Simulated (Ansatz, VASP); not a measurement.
HfIn4SiO6: VASP beside Ansatz

The input INCAR:

```
SYSTEM = HfIn4SiO6
  ALGO = Fast
  EDIFF = 1E-6
  ENCUT = 520
  GGA = PE
  ISIF = 2
  ISMEAR = -1
  KPAR = 4
  LASPH = .True.
  LCHARG = .True.
  LREAL = .False.
  LVHAR = .True.
  LWAVE = .False.
  NELM = 100
  PREC = Accurate
  SIGMA = 0.05
```

KPOINTS

```
k-points
0
Gamma
  6 6 3
  0 0 0
```

Contents of POSCAR:

```
HfIn4SiO6
1.0
    5.3316200000      0.0159300000     -0.0483700000
   -2.5793300000      4.8819800000     -0.0191400000
   -1.5181300000     -1.2221600000      9.4552500000
Hf In Si O
1 4 1 6
Direct
    0.2380200000      0.0692800000      0.4027900000
    0.1454700000      0.5747100000      0.8703800000
    0.5244500000      0.7222000000      0.3488100000
    0.5731300000      0.3131600000      0.1209600000
    0.8825000000      0.3853100000      0.5641500000
    0.8811200000      0.9477000000      0.0377300000
    0.2644200000      0.4061300000      0.4886800000
    0.9571300000      0.7888600000      0.4878800000
    0.8398900000      0.6393800000      0.9858400000
    0.9905500000      0.0027000000      0.2137000000
    0.1366500000      0.2037300000      0.9786400000
    0.5666700000      0.9468400000      0.0004400000
```

File input.yaml:

```yaml
crystal:
  lattice:
    - [5.33162, 0.01593, -0.04837]
    - [-2.57933, 4.88198, -0.01914]
    - [-1.51813, -1.22216, 9.45525]
  atoms:
    - { symbol: Hf, position: [0.23802, 0.06928, 0.40279] }
    - { symbol: In, position: [0.14547, 0.57471, 0.87038] }
    - { symbol: In, position: [0.52445, 0.7222, 0.34881] }
    - { symbol: In, position: [0.57313, 0.31316, 0.12096] }
    - { symbol: In, position: [0.8825, 0.38531, 0.56415] }
    - { symbol: Si, position: [0.88112, 0.9477, 0.03773] }
    - { symbol: O, position: [0.26442, 0.40613, 0.48868] }
    - { symbol: O, position: [0.95713, 0.78886, 0.48788] }
    - { symbol: O, position: [0.83989, 0.63938, 0.98584] }
    - { symbol: O, position: [0.99055, 0.0027, 0.2137] }
    - { symbol: O, position: [0.13665, 0.20373, 0.97864] }
    - { symbol: O, position: [0.56667, 0.94684, 0.00044] }
hamiltonian:
  xc: pbe
  pseudopotentials: { kind: paw }
kpoints:
  mp_grid: { grid: [6, 6, 3] }
  band_path:
    path:
      - [[0.0, 0.0, -0.5], [0.0, 0.0, 0.0], [0.0, 0.5, 0.0]]
      - [[0.0, 0.5, -0.5], [0.0, 0.0, 0.0], [0.5, -0.5, 0.0]]
      - [[0.5, -0.5, -0.5], [0.0, 0.0, 0.0], [0.5, 0.0, 0.0]]
      - [[0.5, 0.0, -0.5], [0.0, 0.0, 0.0]]
    npoints: 10
scf:
  occupations: { method: fermi_dirac, width: 0.05 }
  n_extra_bands: 30
output:
  forces: true
  stress: true
  eigenvalues: true
  fatbands: true
```

The cell was built by a generator and needn't be a form met in nature.

Alike in both runs: functional PBE; k mesh 6 × 6 × 3; occupations fermi-dirac, width 0.05 eV; no spin polarisation.

```csv
,VASP,Ansatz
version,VASP 6.6.1,Ansatz 0.2.0
potentials or method,"VASP PAW PBE potentials, release 64 (Hf_pv, In_d, Si, O)",Ansatz PAW
plane-wave cutoff (eV),520,420
valence electrons in the cell,102,118
task,electrostatic potential,band structure
```

|  | VASP | Ansatz | Ansatz less VASP |
| --- | --- | --- | --- |
| gap on the k mesh at the Fermi level (eV) | 1.10 | 1.12 | +0.017 |
| least direct gap on the mesh (eV) | 1.24 | 1.25 | +0.016 |
| pressure (GPa) | -0.1 | 0.0 | +0.14 |
| largest component of the traceless stress (GPa) | 0.07 | 0.01 | -0.061 |
| rms of the force components (eV/Å) | 0.047 | 0.003 | -0.0441 |

Atom by atom the forces differ by 0.046 eV/Å (rms over components). With one functional, cell and mesh, what is left measures potentials, basis and numerics. The two sets of potentials don't hold the same shells in valence.

Caveats: spin-orbit coupling is left out, which moves the levels of the heavy elements; an odd mesh through Γ misses points on the zone boundary, where band edges often lie (VASP); the k mesh misses the band edges, so the gap on the mesh is wider than the one along the path (Ansatz); the pressure holds a Pulay correction of +0.3 GPa for the finite cutoff (Ansatz). As with any semilocal functional, this PBE gap is likely too small.
